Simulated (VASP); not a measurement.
Runs of VASP 6.6.1 on Hf. It takes space group P6_3/mmc (No. 194, hexagonal). Conventional cell: a = 3.192 Å, b = 3.192 Å, c = 5.045 Å, α = 90.00°, β = 90.00°, γ = 120.00°. Hf (site symmetry -6m2) is surrounded by 12 Hf at 3.12 to 3.19 Å. 

```tsv
task	level	potentials or basis	cell	cutoff (eV)	gap on the mesh (eV)	pressure (GPa)	relaxed volume (Å³/atom)
relaxation of cell and atoms	PBE+D3(BJ)	VASP PAW PBE potentials, release 64 (Hf_pv)	relaxed	600	none	0.0	(c)
relaxation of cell and atoms	PBEsol	VASP PAW PBE potentials, release 64 (Hf)	relaxed	580	none	0.0	(b)
relaxation of cell and atoms	PBEsol	VASP PAW PBE potentials, release 64 (Hf_pv)	relaxed	600	none	0.0	21.54
single point	PBEsol	VASP PAW PBE potentials, release 64 (Hf_pv)	as given	520	none	(a)	-
relaxation of cell and atoms	PBEsol	VASP PAW PBE potentials, release 64 (Hf_pv)	relaxed	480	none	0.0	21.53
relaxation of cell and atoms	LDA	VASP PAW LDA potentials, release 64 (Hf_pv)	relaxed	600	none	0.0	20.85
relaxation of cell and atoms	PBEsol	VASP PAW PBE potentials, release 64 (Hf_pv)	relaxed	300	none	0.0	21.49
relaxation of cell and atoms	PBE	VASP PAW PBE potentials, release 64 (Hf_pv)	relaxed	600	none	0.0	22.45
```

Alike in all rows: no spin polarisation; k mesh 15 × 15 × 8; smearing gaussian 0.1 eV.

Estimate the missing entries.

(a) -3.6; (b) 21.44; (c) 21.76.

Caveats: the PAW data sets were made with another functional, which shifts forces and pressure a little (some runs); pairwise dispersion overbinds metals, which lowers pressure and volume (some runs).

A k mesh can miss the band edges, and the runs leave out spin-orbit coupling on Hf.

A gap of «none» marks a metal or a gap under the smearing width.

The runs don't all hold the same shells in valence.
